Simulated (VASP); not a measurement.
Here is the system:

```
RuSi
1.0
    0.00000     2.62860     2.62860
    2.62860     0.00000     2.62860
    2.62860     2.62860     0.00000
Ru Si
1 1
Cartesian
  0.00000   0.00000   0.00000
  1.31430   1.31430   1.31430
```

The numbers are results of PBEsol GGA, VASP's PBE PAW potentials (set 64) (plane waves; VASP 6.6.1), not measurements. Run with 400 eV cut-off, 10×10×10 Γ-centred mesh, tetrahedra with Blöchl corrections, potentials Ru_pv Si.

Estimate the energy per atom (σ→0), band gap (on the k-mesh) with the smallest direct gap where there is one.

```yaml
band gap (on the k-mesh): 0.36 eV
smallest direct gap (on the k-mesh): 0.57 eV
energy per atom (σ→0): -7.587 eV/atom
```

The structure was generated: RuSi was put into the zinc blende type (F-43m), which need not be its known phase. It was relaxed first, which changed the volume by -31 %.
